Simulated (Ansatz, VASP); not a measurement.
**Al2BC3: VASP beside Ansatz**

```
Al B C
1.0
     2.63060    0.00000    0.00000
    -1.31530    2.27817    0.00000
     0.00000    0.00000   11.43238
Al B C
2 1 3
Direct
  0.66667 0.33333 0.18596
  0.66667 0.33333 0.81404
  0.00000 0.00000 0.00000
  0.00000 0.00000 0.50000
  0.33333 0.66667 0.00000
  0.33333 0.66667 0.50000
```

Change from the starting cell: species swapped into the Ce2CoSi3 type (P-6m2, No. 187).

Alike in both runs: functional PBE; k mesh 18 × 18 × 4; occupations gaussian, width 0.1 eV; no spin polarisation.

Ansatz relaxed the structure, and its values are those at the end. VASP's run is a single point on that final structure, the one shown.

|  | VASP | Ansatz |
| --- | --- | --- |
| version | VASP 6.6.1 | Ansatz 0.2.0 |
| potentials or method | VASP PAW PBE potentials, release 64 (Al, B, C) | scalar-relativistic, plane waves, PAW |
| plane-wave cutoff (eV) | 520 | 420 |
| valence electrons in the cell | 21 | 21 |

|  | VASP | Ansatz | Ansatz less VASP |
| --- | --- | --- | --- |
| gap on the k mesh at the Fermi level (eV) | none | none | - |
| pressure (GPa) | 0.1 | 0.0 | -0.10 |

A gap of «none» marks a metal or a gap that the smearing closes.

Caveats: this functional lacks dispersion, which binds the layers, so the pressure and a relaxed spacing across them are unreliable.
